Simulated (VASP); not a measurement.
Method: PBEsol GGA, VASP's PBE PAW potentials (set 64) (plane waves; VASP).

A VASP calculation is set up with these files.

**POSCAR**
```
AgCl
1
    0.0000000000     2.7198269084     2.7198269084
    2.7198269084     0.0000000000     2.7198269084
    2.7198269084     2.7198269084     0.0000000000
Ag Cl
1 1
Direct
  0.0000000000   0.0000000000   1.0000000000
  0.5000000000   0.5000000000   0.5000000000
```

**KPOINTS**
```
Automatic mesh
0
gamma
 9 9 9
```

**INCAR**
```
# general
SYSTEM  = AgCl
PREC    = Accurate
ENCUT   = 400
LREAL   = .FALSE.
LASPH   = .TRUE.

# electronic loop
EDIFF   = 1E-7
NELM    = 100
ALGO    = Normal
LMAXMIX = 4

# smearing
ISMEAR  = -5

# functional
GGA     = PS

# ions
ISIF    = 2

# output
LWAVE   = .FALSE.
LCHARG  = .TRUE.
LORBIT  = 11
NEDOS   = 601
```

POTCAR, in this order: Ag Cl (PBE.64 set). Program: vasp_std.

Output

File OSZICAR:
```
       N       E                     dE             d eps       ncg     rms          rms(c)
DAV:   1     0.815170203366E+02    0.81517E+02   -0.77939E+03  1006   0.101E+03
DAV:   2    -0.306292093839E+01   -0.84580E+02   -0.79792E+02  1095   0.225E+02
DAV:   3    -0.619721623206E+01   -0.31343E+01   -0.31267E+01  1045   0.460E+01
DAV:   4    -0.622069592906E+01   -0.23480E-01   -0.23477E-01  1045   0.454E+00
DAV:   5    -0.622101258835E+01   -0.31666E-03   -0.31665E-03  1030   0.515E-01    0.786E+00
DAV:   6    -0.606588208082E+01    0.15513E+00   -0.37515E-01   983   0.873E+00    0.510E+00
DAV:   7    -0.606329169020E+01    0.25904E-02   -0.76166E-02   920   0.220E+00    0.214E+00
DAV:   8    -0.606188770988E+01    0.14040E-02   -0.42827E-03  1010   0.825E-01    0.327E-01
DAV:   9    -0.606185044683E+01    0.37263E-04   -0.56439E-04  1035   0.335E-01    0.449E-02
DAV:  10    -0.606187015773E+01   -0.19711E-04   -0.33243E-05  1000   0.583E-02    0.172E-02
DAV:  11    -0.606187575026E+01   -0.55925E-05   -0.44452E-06   955   0.217E-02    0.261E-03
DAV:  12    -0.606187570636E+01    0.43896E-07   -0.24851E-07  1046   0.662E-03
   1 F= -.60618757E+01 E0= -.60618757E+01  d E =0.000000E+00
```

### OUTCAR
```
------------------------ aborting loop because EDIFF is reached ----------------------------------------
  FORCE on cell =-STRESS in cart. coord.  units (eV):
  Direction    XX          YY          ZZ          XY          YZ          ZX
  --------------------------------------------------------------------------------------
  Total       -0.0015388     -0.0015388     -0.0015388      0.0000000      0.0000000      0.0000000
  in kB       -0.0612677     -0.0612677     -0.0612677      0.0000000      0.0000000      0.0000000
  external PRESSURE =      -0.0612677 kB  Pullay stress =       0.0000000 kB
  volume of cell :       40.24
      direct lattice vectors                 reciprocal lattice vectors
     0.000000000  2.719826908  2.719826908    -0.183835228  0.183835228  0.183835228
     2.719826908  0.000000000  2.719826908     0.183835228 -0.183835228  0.183835228
     2.719826908  2.719826908  0.000000000     0.183835228  0.183835228 -0.183835228
  FREE ENERGIE OF THE ION-ELECTRON SYSTEM (eV)
  ---------------------------------------------------
  free  energy   TOTEN  =        -6.0618757064 eV

  energy  without entropy=       -6.0618757064  energy(sigma->0) =       -6.06187571

 total charge

# of ion       s       p       d       tot
------------------------------------------
    1        0.218   0.164   9.359   9.741
    2        1.594   3.440   0.000   5.034
--------------------------------------------------
tot          1.812   3.604   9.359  14.775
```
(Selected blocks of OUTCAR.)

### OUTCAR
```
 val. band max:        4.4244454970   @ k =   0.4444   0.0000   0.0000

 cond. band min:       5.1976125874   @ k =   0.0000   0.0000   0.0000


 Fermi energy:         4.4491285884

 k-point     1 :       0.0000    0.0000    0.0000
  band No.  band energies     occupation
      1     -11.0745      2.00000
      2       1.7468      2.00000
      3       1.7468      2.00000
      4       1.7468      2.00000
      5       1.7902      2.00000
      6       1.7902      2.00000
      7       1.8986      2.00000
      8       1.8986      2.00000
      9       1.8986      2.00000
     10       5.1976      0.00000
     11      15.2000      0.00000
     12      15.2000      0.00000
     13      15.2000      0.00000

 k-point     2 :       0.1111    0.0000    0.0000
  band No.  band energies     occupation
      1     -11.0172      2.00000
      2       1.0899      2.00000
      3       1.1240      2.00000
      4       1.1240      2.00000
      5       1.7985      2.00000
      6       1.7985      2.00000
      7       2.0569      2.00000
      8       2.6275      2.00000
      9       2.6275      2.00000
     10       5.8264      0.00000
     11      13.9653      0.00000
     12      14.9737      0.00000
     13      14.9737      0.00000

 k-point     3 :       0.2222    0.0000    0.0000
  band No.  band energies     occupation
      1     -10.8661      2.00000
      2       0.0732      2.00000
      3       0.5381      2.00000
      4       0.5381      2.00000
      5       1.9222      2.00000
      6       1.9222      2.00000
      7       2.2015      2.00000
      8       3.3943      2.00000
      9       3.3943      2.00000
     10       7.0331      0.00000
     11      12.4406      0.00000
     12      13.8526      0.00000
     13      13.8526      0.00000

 k-point     4 :       0.3333    0.0000    0.0000
  band No.  band energies     occupation
      1     -10.6829      2.00000
      2      -0.7932      2.00000
      3       0.1243      2.00000
...
```

The structure was generated: AgCl was put into the rock salt type (Fm-3m), which need not be its known phase. It was relaxed first, which changed the volume by +6 %.
